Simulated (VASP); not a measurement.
VASP input:

POSCAR:
```
C
1
    1.2302746682    -2.1308977390     0.0000000000
    1.2302746682     2.1308977390    -0.0000000000
    0.0000000000    -0.0000000000     6.6092294622
C
4
Direct
  0.0000000000   0.0000000000   0.2500000000
  0.0000000000   0.0000000000   0.7500000000
  0.3333330000   0.6666670000   0.2500000000
  0.6666670000   0.3333330000   0.7500000000
```

### INCAR
```
ALGO = Normal
EDIFF = 1E-6
EDIFFG = -0.02
ENCUT = 520
GGA = PE
IBRION = 2
ISIF = 3
ISMEAR = 0
IVDW = 13
LASPH = T
LCHARG = F
LREAL = F
LWAVE = F
NELM = 100
NSW = 60
PREC = Accurate
SIGMA = 0.05
SYSTEM = C
```

### KPOINTS
```
Automatic mesh
0
Gamma
9 9 3
0 0 0
```

POTCAR, in this order: C (PBE.64 set). Program: vasp_std.

### Question
Write an equivalent input for Ansatz.

### Answer
One equivalent input (not run):
Ansatz 0.2 input:
```yaml
crystal:
  lattice:
    - [1.2302747, -2.1308977, 0.0000000]
    - [1.2302747, 2.1308977, 0.0000000]
    - [0.0000000, 0.0000000, 6.6092295]
  atoms:
    - { symbol: C, position: [0.0000000, 0.0000000, 0.2500000] }
    - { symbol: C, position: [0.0000000, 0.0000000, 0.7500000] }
    - { symbol: C, position: [0.3333330, 0.6666670, 0.2500000] }
    - { symbol: C, position: [0.6666670, 0.3333330, 0.7500000] }
kpoints:
  mp_grid: { grid: [9, 9, 3] }
hamiltonian:
  xc: pbe
  dispersion: d4
  pseudopotentials: { kind: paw }
scf:
  occupations: { method: gaussian, width: 0.05 }
  max_iter: 100
relax:
  max_steps: 60
  f_tol: 0.02
  cell: {}
output: { forces: true, stress: true, eigenvalues: true }
```
Limits of the translation: each code has its own PAW files, so the cut-off isn't converted (ENCUT is set for VASP's; basis.ecutwfc is left out, and Ansatz then takes the one that its files recommend); Ansatz stops its SCF on the density residual and VASP on the energy change (EDIFF).

The compound is C in the graphite structure. This run relaxes it. Symmetry was kept, so distortions that lower it aren't found. The k-mesh is coarse (spacing up to 0.33 per Å, 2π included), so the numbers may not be converged in it. The start is the result of an earlier pass.
